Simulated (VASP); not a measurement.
Here is the system:

```
CELL_PARAMETERS angstrom
      4.18200     0.00000     0.00000
      0.00000     4.18200     0.00000
      0.00000     0.00000     4.18200
ATOMIC_POSITIONS crystal
  Sc 0.00000 0.00000 0.00000
  Al 0.00000 0.50000 0.50000
  Al 0.50000 0.00000 0.50000
  Al 0.50000 0.50000 0.00000
```

Computed with PBE GGA, VASP's PBE PAW potentials (set 64) (plane waves; VASP 6.6.1). Settings: 400 eV cut-off, 7×7×7 Monkhorst-Pack mesh, first-order Methfessel-Paxton smearing of 0.10 eV, potentials Sc_sv Al.

Gaps are read on the run's mesh, which can miss a band edge.

### Question
Estimate the energy per atom (σ→0), pressure, band gap (on the k-mesh) with the smallest direct gap where there is one.

### Answer

| Property | Result |
|---|---|
| band gap (on the k-mesh) | none (metal, semimetal or under 0.01 eV) |
| energy per atom (σ→0) | -4.810 eV/atom |
| pressure | -4.38 GPa |

Total energies compare only between runs with the same potentials, cut-off and functional.

The compound is Al3Sc in the L1_2 structure. The cell was not relaxed at this level. The run is one of a series of settings (KPOINTS 7×7×7 Monkhorst-Pack mesh against the base run), some of them coarse on purpose.
